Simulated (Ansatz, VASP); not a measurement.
**AlNi: VASP beside Ansatz**

One calculation is typed for both programs; each brings its own data sets. How far apart do they land? The cell is taken from a series of runs on this material, whose earlier steps may have relaxed, scaled, displaced or heated it; both programs get it as it stands.

Calculated with Ansatz 0.2.0; plane waves, with VASP 6.6.1 beside it; zone-centre phonons at LDA.

## (1) The starting structure

It takes space group R-3m (No. 166, trigonal). Conventional cell: a = 3.925 Å, b = 3.925 Å, c = 4.964 Å, α = 90.00°, β = 90.00°, γ = 120.00°. Nearest to Al lie 8 Ni at 2.41 to 2.48 Å. Nearest to Ni lie 8 Al at 2.41 to 2.48 Å. Farther neighbours are not listed.

Structure file:

```cif
data_structure
_symmetry_space_group_name_H-M 'R-3m:H'
_symmetry_Int_Tables_number 166
_cell_length_a 3.9248
_cell_length_b 3.9248
_cell_length_c 4.9641
_cell_angle_alpha 90.000
_cell_angle_beta 90.000
_cell_angle_gamma 120.000
_cell_volume 66.22
loop_
_atom_site_label
_atom_site_type_symbol
_atom_site_symmetry_multiplicity
_atom_site_Wyckoff_symbol
_atom_site_fract_x
_atom_site_fract_y
_atom_site_fract_z
_atom_site_occupancy
Al1 Al 3 a 0.00000 0.00000 0.00000 1
Ni1 Ni 3 b 0.33333 0.66667 0.16667 1
```

## (2) Ansatz: zone-centre phonons, LDA

Ansatz runs on its PAW soft_1 files.

Second derivatives magnify differences that forces hide, and they need a tight electronic threshold.

The input, input.yaml:

```yaml
crystal:
  lattice:
    - [2.8055293032, 0.0302510147, 0.0302510147]
    - [0.0302510147, 2.8055293032, 0.0302510147]
    - [0.0302510147, 0.0302510147, 2.8055293032]
  atoms:
    - { symbol: Al, position: [0.0, 0.0, 0.0] }
    - { symbol: Ni, position: [0.5, 0.5, 0.5] }
kpoints:
  mp_grid: { grid: [16, 16, 16] }
hamiltonian:
  xc: lda
  pseudopotentials: { kind: paw, azcp: { folder: soft_1 }, xc_functional: pbe }
scf:
  occupations: { method: methfessel_paxton, width: 0.2 }
output:
  eigenvalues: true
phonons:
  method: dfpt
```

Command:

```console
ansatz run input.yaml --threads 4 --pin off --max-ram 10240MiB --backend cpu --events-out ev --progress --plain --runs-dir out
```

Numbers of over 12 decimals in the logs are rounded to 6 here.

Log:

```text
Engine: ansatz 0.2.0, aarch64-unknown-linux-gnu
Pseudopotentials: kind: paw
Pseudopotential: Al, paw, valence charge 3, recommended cutoff 420 eV (normal), soft_1/Al.paw.azcp
Pseudopotential: Ni, paw, valence charge 18, recommended cutoff 420 eV (normal), soft_1/Ni.paw.azcp
Functional definition: SPW92
  exchange = slater_x
  correlation = pw_c
Crystal: 2 atoms, lattice volume = 22.075 Å³
Basis set: ecut = 420 eV, 443 PW (Γ), exchange–correlation on 40×40×40 points (8 copies of the dense FFT grid, shifted against one another)
Bands: 15, of which v1, the nominal top of the filled ones, is band 11 counted from 1 (10 counted from 0)
Symmetry: 12 space group operations
k-points: 1098 of 4096 (irreducible under 2 space group operations, time reversal used)
Non-local potential: Al, projectors of the file, l = 0: 2, l = 1: 2, l = 2: 1
Non-local potential: Ni, projectors of the file, l = 0: 3, l = 1: 2, l = 2: 3, l = 3: 1
PAW form: soft (Blöchl's): semilocal exchange-correlation on the pseudo side does not see the compensation charge
PAW frozen core: Al, regenerated for the run's functional, and the local potential with it (the file was generated under x = pbe(κ = 0.804, μ = 0.219515), c = pbe(β = 0.066725))
PAW frozen core: Ni, regenerated for the run's functional, and the local potential with it (the file was generated under x = pbe(κ = 0.804, μ = 0.219515), c = pbe(β = 0.066725))
PAW one-centre angular grid: Al, 110 points (default); XC on 64 Gauss nodes
PAW one-centre angular grid: Ni, 590 points (default); XC on 64 Gauss nodes
Initial density: superposition of atomic densities (chi_scale 0.1, normalization cell, long waves kept (reshape's long-wave potential 0.00 eV rms))
Initial wavefunctions: pseudopotential atomic-orbital guess
Functional: x = slater, c = lda
SCF iter   1: F=—  HF=-6288.016212 eV  |F-HF|=—  |Δ(HF+E_count)|=         —  Δρ=6.73e-2  dr2=1.11e0  ethr=3.10e-3  ⟨swp⟩=4.0  Hψ=72939  notcnv=0
preconditioner: auto → none  [metal: Δε(μ)=0.012 eV  Ē_g=10.722 eV  σ=0.200 eV  W_gap=0.05  n_scr=6 (ndim 8)  ℏωp=28.5 eV  f_vac=0.000  D(μ)=0.53/eV (n_scr^D=0)  sad-step TF]
SCF iter   2: F=—  HF=-6287.849838 eV  |F-HF|=—  |Δ(HF+E_count)|=   1.66e-1  S|Δr|=    0.00e0  Δρ=5.47e-2  dr2=7.39e-1  ethr=3.10e-3  ⟨swp⟩=2.0  Hψ=29323  notcnv=0  defer=237
SCF iter   3: F=—  HF=-6287.658681 eV  |F-HF|=—  |Δ(HF+E_count)|=   1.91e-1  S|Δr|=    0.00e0  Δρ=1.25e-2  dr2=3.92e-2  ethr=3.10e-3  ⟨swp⟩=2.0  Hψ=20812  notcnv=0  defer=237
SCF iter   4: F=—  HF=-6287.650391 eV  |F-HF|=—  |Δ(HF+E_count)|=   8.29e-3  S|Δr|=    0.00e0  Δρ=2.88e-3  dr2=9.56e-4  ethr=1.87e-4  ⟨swp⟩=1.1  Hψ=24827  notcnv=0  defer=264
SCF iter   5: F=—  HF=-6287.650530 eV  |F-HF|=—  |Δ(HF+E_count)|=   1.39e-4  S|Δr|=    0.00e0  Δρ=1.63e-3  dr2=2.81e-4  ethr=4.55e-6  ⟨swp⟩=2.2  Hψ=22750  notcnv=0  defer=264
SCF iter   6: F=—  HF=-6287.650460 eV  |F-HF|=—  |Δ(HF+E_count)|=   7.00e-5  S|Δr|=    0.00e0  Δρ=2.74e-4  dr2=9.15e-6  ethr=1.34e-6  ⟨swp⟩=2.3  Hψ=23099  notcnv=0  defer=264
SCF iter   7: F=—  HF=-6287.650446 eV  |F-HF|=—  |Δ(HF+E_count)|=   1.42e-5  S|Δr|=    0.00e0  Δρ=2.04e-5  dr2=5.52e-8  ethr=4.36e-8  ⟨swp⟩=2.3  Hψ=22273  notcnv=0  defer=264
SCF iter   8: F=—  HF=-6287.650468 eV  |F-HF|=—  |Δ(HF+E_count)|=   2.18e-5  S|Δr|=    0.00e0  Δρ=6.66e-7  dr2=3.58e-11  ethr=2.63e-10  ⟨swp⟩=2.2  Hψ=24640  notcnv=0  defer=266
SCF iter   9: F=-6287.650468 eV  HF=-6287.650468 eV  |F-HF|=1.82e-12  |Δ(HF+E_count)|=  2.00e-11  S|Δr|=    0.00e0  Δρ=1.33e-7  dr2=1.70e-12  ethr=1.00e-12  ⟨swp⟩=6.5  Hψ=70878  notcnv=0
SCF 1 converged in 9 iterations: F = -6287.650468 eV  dr2 = 1.70e-12
  greatest PAW one-centre occupation: 1.001 electrons in one spin orbital (limit 2), on the Ni atom at site 1 (counted from 0), in its partial waves of l = 1
DFPT response loops at Γ: preconditioner auto → Kerker (q_TF=auto, 2.706 Å⁻¹) (partly filled bands, converged f_vac=0.000); β = 1.00, the filter's whole step (`scf.mixing.beta` (0.50) is not read by the response loops under this deck's `scf.mixing.preconditioner`; to damp them name `kerker` or `kerker_dos`, under which they read `scf.mixing.beta`, and type it under 1.00, their step now; both keys bind the ground state too); Broyden in place of MSR1
SCF converged after 9 iterations
Stability not checked: this state was not tested for a lower state beside it, because cold or Methfessel-Paxton smearing, or corrected tetrahedra, fill the levels in a way that the test cannot read (fill_not_monotonic; see scf.lower_state_search)
Free energy (F): -6287.650468 eV
Harris-Foulkes:  -6287.650468 eV  (|F-HF|=1.82e-12)
Internal energy: -6287.651762 eV  (E = F + TS)
E sigma→0 (E₀):  -6287.650791 eV
Entropy (-TS):   0.001294 eV (0.647 meV/atom)
Fermi energy:    14.937919 eV
--- Per-component energies (eV) ---
  E_band       = -317.369923
  E_kinetic    = 372.213723
  E_local      = -3639.680161  (includes V_loc(G=0)·N_el)
  E_nonlocal   = -101.617908
  E_hartree    = 1918.978416
  E_xc         = -152.969292
  E_vxc        = -179.373763  (∫ρ·V_xc dr)
  E_paw        = -2037.812929  (= ΣΔE_a)
  E_vpaw       = -606.869337  (= ΣTr[D̂ρ^β])
  E_aug_tail   = 0.000795  (compensation charges beyond the density's cutoff)
  E_ewald      = -2647.254244
  E_core_change = 0.489838  (= ΣΔE_core)
  E_smearing   = 0.001294  (= −TS)
  E_closure    = -0.000000  (closes the sum)
  Σ components = -6287.650468   (vs F -6287.650468, Δ=0.00e0)
--- Band table (eV; the first three rows and the last of 1098) ---
  k-point 0: bands = [... 7 lower, 13.1815, 13.1815, 13.2725, 20.6754, 20.6754, 20.8870, 23.3875, 23.3875]
  k-point 1: bands = [... 7 lower, 13.1456, 13.1688, 13.2547, 19.9138, 20.7761, 20.9227, 23.3869, 24.1462]
  k-point 2: bands = [... 7 lower, 13.0466, 13.0989, 13.2407, 18.4875, 21.0696, 21.2057, 23.3853, 25.3565]
  k-point 1097: bands = [... 7 lower, 13.8442, 13.8442, 16.5007, 17.0212, 17.0212, 19.3191, 19.5058, 19.9408]
--- Phonons (Γ-DFPT): 2 representative perturbations + reference, on 1098 of 4096 k-points (Σ response iterations 6) ---
  k mesh reduced under 2 symmetry operations, with k and −k counted as one. Each operation leaves every solved perturbation unchanged. A smaller set is not used because it would not reduce the number of displacements times k-points to solve
  ASR residual: 8.107e-5 → 0.000e0 eV/Å²; symmetrization residual: 5.094e-7 eV/Å²
  ASR residual per site (eV/Å²): 2.85e-5 8.11e-5
  Γ frequencies (cm⁻¹): 0.00 0.00 0.00 295.07 340.00 340.00
  non-analytic LO–TO correction: not included (Born effective charges unavailable; polar crystals: no LO–TO splitting at Γ)
```

The column dr2 measures how far the density is from self-consistency, as an energy; F and HF (Harris–Foulkes) agree once it is small.

## (3) VASP: zone-centre phonons, LDA

The same cell, functional (in two slightly different forms), mesh and smearing now go to VASP, with its own data sets.

Lines of VASP's logs that name or quote its potential files are left out, and so is its time.

The input, INCAR:

```
SYSTEM = AlNi
PREC = Accurate
ENCUT = 600
EDIFF = 1E-08
NELM = 120
ISMEAR = 1
SIGMA = 0.2
LREAL = .FALSE.
ALGO = Normal
GGA = CA
NBANDS = 12
LASPH = .TRUE.
LORBIT = 11
LWAVE = .FALSE.
LCHARG = .FALSE.
ISIF = 2
IBRION = 8
GGA_COMPAT = .FALSE.
KPAR = 2
```

The input, POSCAR:

```
AlNi
1.0
    2.8055293032      0.0302510147      0.0302510147
    0.0302510147      2.8055293032      0.0302510147
    0.0302510147      0.0302510147      2.8055293032
Al Ni
1 1
Direct
    0.0000000000      0.0000000000      0.0000000000
    0.5000000000      0.5000000000      0.5000000000
```

The input, KPOINTS:

```
Automatic mesh
0
Gamma
16 16 16
0 0 0
```

The projector-augmented-wave data sets are Al and Ni (LDA family, release 64).

Command:

```console
mpirun -np 2 vasp_std
```

Log:

```text
[banner, memory and clock lines left out]
running    2 mpi-ranks, on    1 nodes
 distrk:  each k-point on    1 cores,    2 groups
 distr:  one band on    1 cores,    1 groups

 POSCAR found type information on POSCAR AlNi
 POSCAR found :  2 types and       2 ions
 LDA part: xc-table for (Slater(with rela. corr.)+CA(PZ))
 , standard interpolation
 POSCAR, INCAR and KPOINTS ok, starting setup
 FFT: planning ... GRIDC
 FFT: planning ... GRID_SOFT
 FFT: planning ... GRID
 WAVECAR not read
 entering main loop
       N       E                     dE             d eps       ncg     rms          rms(c)
DAV:   1     0.440515585807E+02    0.44052E+02   -0.62188E+03 10164   0.131E+03
DAV:   2    -0.117877726182E+02   -0.55839E+02   -0.51589E+02 10236   0.211E+02
DAV:   3    -0.136159273666E+02   -0.18282E+01   -0.18017E+01 12000   0.441E+01
DAV:   4    -0.136403016113E+02   -0.24374E-01   -0.24363E-01 11172   0.459E+00
DAV:   5    -0.136409042277E+02   -0.60262E-03   -0.60260E-03 11892   0.803E-01    0.123E+01
DAV:   6    -0.150003184227E+02   -0.13594E+01   -0.43415E+01 11132   0.109E+02    0.140E+01
DAV:   7    -0.122013839060E+02    0.27989E+01   -0.13171E+01 11208   0.654E+01    0.106E+00
DAV:   8    -0.121875875372E+02    0.13796E-01   -0.24169E-01 12112   0.552E+00    0.105E+00
DAV:   9    -0.121714857856E+02    0.16102E-01   -0.45880E-02 12180   0.327E+00    0.165E-01
DAV:  10    -0.121711581441E+02    0.32764E-03   -0.94455E-04 12056   0.448E-01    0.855E-02
DAV:  11    -0.121711585595E+02   -0.41533E-06   -0.29834E-05 12880   0.524E-02    0.254E-02
DAV:  12    -0.121711579535E+02    0.60600E-06   -0.27179E-06 13308   0.283E-02    0.421E-03
DAV:  13    -0.121711578249E+02    0.12857E-06   -0.46173E-07 14904   0.713E-03    0.181E-03
DAV:  14    -0.121711578258E+02   -0.91586E-09   -0.18297E-08  7472   0.124E-03
   1 F= -.12171158E+02 E0= -.12171585E+02  d E =0.128033E-02
 Linear response reoptimize wavefunctions to high precision
DAV:   1    -0.121711578252E+02    0.60254E-09   -0.10120E-08 11204   0.175E-03
DAV:   2    -0.121711578252E+02   -0.84128E-11   -0.10789E-10  5700   0.996E-05
 Linear response DOF=           2
 Linear response progress:
  Degree of freedom:   1/  2
       N       E                     dE             d eps       ncg     rms          rms(c)
RMM:   1    -0.591736372228E-02   -0.59174E-02    0.19923E-03 58775   0.669E-01
RMM:   2    -0.557806047103E-02    0.33930E-03   -0.57952E-05 38889   0.239E-01    0.624E-02
RMM:   3    -0.556079304198E-02    0.17267E-04   -0.11073E-04 43102   0.868E-02    0.307E-02
RMM:   4    -0.562919196925E-02   -0.68399E-04   -0.45615E-05 42663   0.531E-02    0.587E-03
RMM:   5    -0.563467335894E-02   -0.54814E-05   -0.38126E-06 44171   0.127E-02    0.167E-03
RMM:   6    -0.563410451589E-02    0.56884E-06   -0.18398E-07 44038   0.301E-03    0.798E-04
RMM:   7    -0.563416333075E-02   -0.58815E-07   -0.11819E-08 41523   0.131E-03    0.626E-04
RMM:   8    -0.563432084298E-02   -0.15751E-06   -0.40465E-09 46669   0.405E-04    0.228E-04
RMM:   9    -0.563431156162E-02    0.92814E-08    0.10254E-10 46346   0.132E-04    0.307E-05
 first order change of Fermi-energy  -0.48992E-04
 force on displaced ion       1 direction 1 :  -7.321   0.656   0.656
 Linear response progress:
  Degree of freedom:   2/  2
       N       E                     dE             d eps       ncg     rms          rms(c)
RMM:   1    -0.187819335783E+00   -0.18782E+00   -0.98867E-02 38607   0.271E+00
RMM:   2    -0.186423658705E+00    0.13957E-02   -0.18505E-03 39290   0.532E-01    0.134E-01
RMM:   3    -0.186410581436E+00    0.13077E-04   -0.14359E-04 42070   0.104E-01    0.792E-02
RMM:   4    -0.186817182478E+00   -0.40660E-03   -0.19177E-04 45480   0.108E-01    0.540E-03
RMM:   5    -0.186797392255E+00    0.19790E-04   -0.36835E-06 46591   0.203E-02    0.332E-03
RMM:   6    -0.186793412971E+00    0.39793E-05   -0.26612E-07 43122   0.584E-03    0.230E-03
RMM:   7    -0.186786481090E+00    0.69319E-05   -0.95000E-08 45077   0.355E-03    0.489E-04
RMM:   8    -0.186782156999E+00    0.43241E-05   -0.10018E-08 48381   0.850E-04    0.783E-05
RMM:   9    -0.186781747027E+00    0.40997E-06   -0.19975E-09 48915   0.203E-04    0.200E-05
RMM:  10    -0.186781606962E+00    0.14006E-06   -0.12122E-09 49441   0.645E-05    0.981E-06
RMM:  11    -0.186781594279E+00    0.12683E-07   -0.11328E-09 49011   0.335E-05    0.123E-06
RMM:  12    -0.186781589509E+00    0.47707E-08   -0.95353E-10 49213   0.228E-05    0.562E-07
 first order change of Fermi-energy  -0.80014E-03
 force on displaced ion       2 direction 1 :  -7.326   0.655   0.655
 Linear response finished
```

From OUTCAR (step 3):

```text
ion  position               nearest neighbor table
   1  0.000  0.000  0.000-   2 2.41   2 2.41   2 2.41   2 2.41   2 2.41   2 2.41   2 2.48   2 2.48

  LATTYP: Found a trigonal (rhomboedric) cell.
 ALAT       =     2.8058554701
 COS(alpha) =     0.0216765065

 Subroutine GETGRP returns: Found 12 space group operations
 (whereof 12 operations were pure point group operations)

The static configuration has the point symmetry D_3d.

 Found    417 irreducible k-points:

   k-points           NKPTS =    417   k-points in BZ     NKDIM =    417   number of bands    NBANDS=     12

   dimension x,y,z NGX =    24 NGY =   24 NGZ =   24
   dimension x,y,z NGXF=    48 NGYF=   48 NGZF=   48

   ENCUT  =  600.0 eV  44.10 Ry    6.64 a.u.   5.60  5.60  5.60*2*pi/ulx,y,z

   NELECT =      13.0000    total number of electrons

 k-points in reciprocal lattice and weights: Automatic mesh
   0.00000000  0.00000000  0.00000000       0.000
   0.06250000 -0.00000000  0.00000000       0.001
   0.12500000 -0.00000000  0.00000000       0.001
   0.18750000  0.00000000  0.00000000       0.001
   0.25000000 -0.00000000  0.00000000       0.001
   0.31250000 -0.00000000 -0.00000000       0.001
   0.37500000  0.00000000  0.00000000       0.001
   0.43750000 -0.00000000  0.00000000       0.001
   0.50000000 -0.00000000  0.00000000       0.001
[...]
-0.43750000  0.50000000  0.43750000       0.001
   0.50000000  0.50000000  0.50000000       0.000

 average (electrostatic) potential at core
       1 -67.1895       2 -80.6196

  Total        0.8566683      0.8566683      0.8566683     -0.4031983     -0.4031983     -0.4031983
  in kB       62.1769302     62.1769302     62.1769302    -29.2641049    -29.2641049    -29.2641049
  external PRESSURE =      62.1769302 kB  Pullay stress =       0.0000000 kB

  energy-cutoff  :      600.00
  volume of cell :       22.07
      direct lattice vectors                 reciprocal lattice vectors
     2.805529303  0.030251015  0.030251015     0.356520997 -0.003803229 -0.003803229
     0.030251015  2.805529303  0.030251015    -0.003803229  0.356520997 -0.003803229
     0.030251015  0.030251015  2.805529303    -0.003803229 -0.003803229  0.356520997

 POSITION                                       TOTAL-FORCE (eV/Angst)
 -----------------------------------------------------------------------------------
      0.00000      0.00000      0.00000         0.000000      0.000000      0.000000
      1.43302      1.43302      1.43302        -0.000000     -0.000000      0.000000
 -----------------------------------------------------------------------------------
    total drift:                                0.000000      0.000000     -0.000000

 Eigenvectors and eigenvalues of the dynamical matrix
 ----------------------------------------------------

   1 f  =   10.270605 THz    64.532117 2PiTHz  342.590522 cm-1    42.475792 meV
             X         Y         Z           dx          dy          dz
      0.000000  0.000000  0.000000    -0.519831    0.633816   -0.113985
      1.433016  1.433016  1.433016     0.352560   -0.429867    0.077307

   2 f  =   10.270605 THz    64.532117 2PiTHz  342.590522 cm-1    42.475792 meV
             X         Y         Z           dx          dy          dz
      0.000000  0.000000  0.000000     0.431743    0.234315   -0.666058
      1.433016  1.433016  1.433016    -0.292817   -0.158917    0.451734

   3 f  =    8.915584 THz    56.018266 2PiTHz  297.391868 cm-1    36.871876 meV
             X         Y         Z           dx          dy          dz
      0.000000  0.000000  0.000000     0.477771    0.477771    0.477771
      1.433016  1.433016  1.433016    -0.324142   -0.324142   -0.324142

   4 f/i=    0.001359 THz     0.008539 2PiTHz    0.045333 cm-1     0.005621 meV
             X         Y         Z           dx          dy          dz
      0.000000  0.000000  0.000000     0.263336    0.193172   -0.456508
      1.433016  1.433016  1.433016     0.388275    0.284821   -0.673097

   5 f/i=    0.001359 THz     0.008539 2PiTHz    0.045333 cm-1     0.005621 meV
             X         Y         Z           dx          dy          dz
      0.000000  0.000000  0.000000    -0.375092    0.415602   -0.040509
      1.433016  1.433016  1.433016    -0.553054    0.612783   -0.059729

   6 f/i=    0.002567 THz     0.016130 2PiTHz    0.085631 cm-1     0.010617 meV
             X         Y         Z           dx          dy          dz
      0.000000  0.000000  0.000000     0.324142    0.324142    0.324142
      1.433016  1.433016  1.433016     0.477771    0.477771    0.477771

 ELASTIC MODULI CONTR FROM IONIC RELAXATION (kBar)
 Direction    XX          YY          ZZ          XY          YZ          ZX
 --------------------------------------------------------------------------------
 XX           0.0000      0.0000      0.0000      0.0000      0.0000      0.0000
 YY           0.0000      0.0000      0.0000      0.0000      0.0000      0.0000
 ZZ           0.0000      0.0000      0.0000      0.0000      0.0000      0.0000
 XY           0.0000      0.0000      0.0000      0.0000      0.0000      0.0000
 YZ           0.0000      0.0000      0.0000      0.0000      0.0000      0.0000
 ZX           0.0000      0.0000      0.0000      0.0000      0.0000      0.0000
 --------------------------------------------------------------------------------
```

This run has no spin polarisation, so a moment on Ni, if there is one, isn't seen. Its electron count is odd, so without a moment it is a metal by construction.

## (4) Differences

Known differences besides the potentials themselves: the two LDA forms differ slightly; the data sets hold 21 valence electrons in Ansatz (on its PAW soft_1 files) and 13 in VASP; the cutoff is 420 eV in Ansatz and 600 eV in VASP; VASP's log shows a relativistic correction to its local exchange, Ansatz's none. Total energies have different zeros and are not compared.

Both answers:

| quantity | Ansatz | VASP | difference |
| --- | --- | --- | --- |
| optical mode 1 (cm⁻¹) | 295.1 | 297.4 | -0.78 % |
| optical mode 2 to 3 (cm⁻¹) | 340.0 | 342.6 | -0.76 % |

Modes are paired by rising frequency, not by their patterns, so a pair may set unlike modes beside each other; they are those without the splitting of longitudinal modes.

## (5) What came out

- r.m.s. difference of the optical zone-centre modes, each program's sorted by frequency (zone-centre phonons, LDA): 2.5 cm⁻¹
- difference in optical mode 1 (zone-centre phonons, LDA): -0.8 %

In words: The r.m.s. difference of the optical zone-centre modes, each program's sorted by frequency is 2.5 cm⁻¹ (zone-centre phonons, LDA). The data sets hold unlike numbers of valence electrons (21 in Ansatz and 13 in VASP), so part of the differences comes from the potentials. Among the rows given in per cent, the largest difference of the zone-centre phonons, LDA pair is in optical mode 1, -0.8 %. Such differences can come from data sets, numerical settings and the points named under the comparisons, not from the functional's error against experiment.

[Lines on the potential files, build, host, timing and source positions are cut from VASP's logs without a mark.]

[Logs are printed without paths, hosts, clocks, repeated set-up lines and the standing remarks that a program may print on its own settings, such as how far it seeks lower states.]

[Hosts, paths, dates, database ids (printed as entryN), source tags and the programs' standing remarks are cut or masked in the printed files.]
